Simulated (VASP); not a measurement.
Computed with LDA (Ceperley-Alder, Perdew-Zunger), VASP's LDA PAW potentials (set 64) (plane waves; VASP).

The input files of a VASP run:

**POSCAR**
```
K
1
   -2.6400000000     2.6400000000     2.6400000000
    2.6400000000    -2.6400000000     2.6400000000
    2.6400000000     2.6400000000    -2.6400000000
K
1
Direct
  0.0000000000   0.0000000000   0.0000000000
```

KPOINTS:
```
Automatic mesh
0
Gamma
9 9 9
0 0 0
```

### INCAR
```
PREC  =  Accurate
LCHARG  =  .FALSE.
NELM  =  100
LWAVE  =  .FALSE.
ISIF  =  2   ! forces and stress, cell fixed
SYSTEM  =  K
ALGO  =  Normal   ! blocked Davidson
ENCUT  =  300
SIGMA  =  0.136
LREAL  =  .FALSE.
EDIFF  =  1E-6   ! SCF stop (eV)
LASPH  =  .TRUE.   ! aspherical one-centre terms
ISMEAR  =  0   ! Gaussian
```

POTCAR, in this order: K_sv (LDA.64 set). Program: vasp_std.

At this cut-off the stress carries a Pulay error, which pulls relaxed volumes low.

Q: What does the run give for the energy per atom (σ→0), band gap (on the k-mesh)?

A: 
| Quantity | Value |
|---|---|
| energy per atom (σ→0) | -1.152 eV/atom |
| band gap (on the k-mesh) | none (metal, semimetal or under 0.01 eV) |

File OSZICAR:
```
...
DAV:   4    -0.115574108557E+01   -0.10175E-01   -0.10174E-01   864   0.209E+00
DAV:   5    -0.115577856528E+01   -0.37480E-04   -0.37479E-04  1024   0.105E-01    0.230E+00
DAV:   6    -0.115493772086E+01    0.84084E-03   -0.13922E-03   936   0.266E-01    0.142E+00
DAV:   7    -0.115466953283E+01    0.26819E-03   -0.28483E-03   864   0.368E-01    0.540E-02
DAV:   8    -0.115470065540E+01   -0.31123E-04   -0.14724E-04   904   0.158E-01    0.176E-02
DAV:   9    -0.115470852307E+01   -0.78677E-05   -0.96648E-06   872   0.244E-02    0.633E-03
DAV:  10    -0.115470860405E+01   -0.80985E-07   -0.22879E-06   888   0.131E-02
   1 F= -.11547086E+01 E0= -.11516534E+01  d E =-.611044E-02
```

The structure is a typed K crystal (Im-3m). The cell was not relaxed at this level. The run is one of a series of settings (GGA removed, POTCAR K_sv (LDA.64 set) against the base run), some of them coarse on purpose.
